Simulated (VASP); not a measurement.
A cell of CaF2 (fluorite) near equilibrium:

```
CaF2
1.0
    0.00000     2.75807     2.75807
    2.75807     0.00000     2.75807
    2.75807     2.75807     0.00000
Ca F
1 2
Cartesian
  0.00000   0.00000   0.00000
  1.37904   1.37904   1.37904
  4.13711   4.13711   4.13711
```

These are PBE GGA, VASP's PBE PAW potentials (set 64) (plane waves; VASP 6.6.1) values and carry that method's errors.

```tsv
run	ΔE (meV/atom)	σxx	σyy	σzz	largest shear component, with its sign (GPa)	largest force (eV/Å)	gap (eV)
as it is	0.0	-0.12	-0.12	-0.12	0.00	0.000	7.11
after one change	5.3	-3.29	-3.29	-3.29	0.00	0.000	6.85
```
Stress is in GPa, positive when the cell is compressed; gaps are those on the k-mesh, and 0.00 means metallic.

### Question
Name the change that produced these shifts.
(A) shear strain γ_yz = +3.0 %
(B) uniaxial strain of +1.0 % along z
(C) shear strain γ_xz = +4.0 %
(D) isotropic strain of +1.5 %

### Answer
D, isotropic strain of +1.5 %

The compound is CaF2 in the fluorite structure.
